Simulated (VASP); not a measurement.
Method: vdW-DF2, VASP's PBE PAW potentials (set 64) (plane waves; VASP).

VASP ran on this input.

**INCAR**
```
AGGAC  =  0.0
ALGO  =  Normal
EDIFF  =  1E-6
EDIFFG  =  -0.01
ENCUT  =  520
GGA  =  ML
IBRION  =  2
ISIF  =  3
ISMEAR  =  0
LASPH  =  .True.
LCHARG  =  .False.
LMAXMIX  =  4
LREAL  =  .False.
LUSE_VDW  =  .True.
LWAVE  =  .False.
NELM  =  100
NSW  =  60
PREC  =  Accurate
SIGMA  =  0.05
SYSTEM  =  YN
ZAB_VDW  =  -1.8867
```

### POSCAR
```
YN
1
    0.0000000000     2.4913490795     2.4913490795
    2.4913490795    -0.0000000000     2.4913490795
    2.4913490795     2.4913490795     0.0000000000
Y N
1 1
Direct
  0.0000000000   0.0000000000   0.0000000000
  0.5000000000   0.5000000000   0.5000000000
```

File KPOINTS:
```
Automatic mesh
0
Gamma
  8 8 8
0 0 0
```

POTCAR, in this order: Y_sv N (PBE.64 set). Program: vasp_std.

Task: What does the run give for the energy per atom (σ→0), band gap (on the k-mesh)?

Result: 
- energy per atom (σ→0) = -675.5 kJ/mol of atoms
- band gap (on the k-mesh) = 0.44 eV

File OSZICAR:
```
...
DAV:  10    -0.140021481316E+02   -0.43646E-03   -0.11089E-03   876   0.312E-01    0.583E-01
DAV:  11    -0.140031320998E+02   -0.98397E-03   -0.19354E-03   720   0.500E-01    0.126E-01
DAV:  12    -0.140031148874E+02    0.17212E-04   -0.14907E-04   960   0.113E-01    0.163E-01
DAV:  13    -0.140031225250E+02   -0.76375E-05   -0.45911E-05   824   0.573E-02    0.450E-02
DAV:  14    -0.140031256087E+02   -0.30837E-05   -0.24340E-06   796   0.151E-02    0.149E-02
DAV:  15    -0.140031267508E+02   -0.11421E-05   -0.30404E-06   752   0.165E-02    0.133E-02
DAV:  16    -0.140031270516E+02   -0.30088E-06   -0.12771E-07   392   0.369E-03
   1 F= -.14003127E+02 E0= -.14003127E+02  d E =-.140031E+02
```

The compound is YN in the rock salt structure. It was relaxed first, which changed the volume by +6 %. The start is the result of an earlier pass.
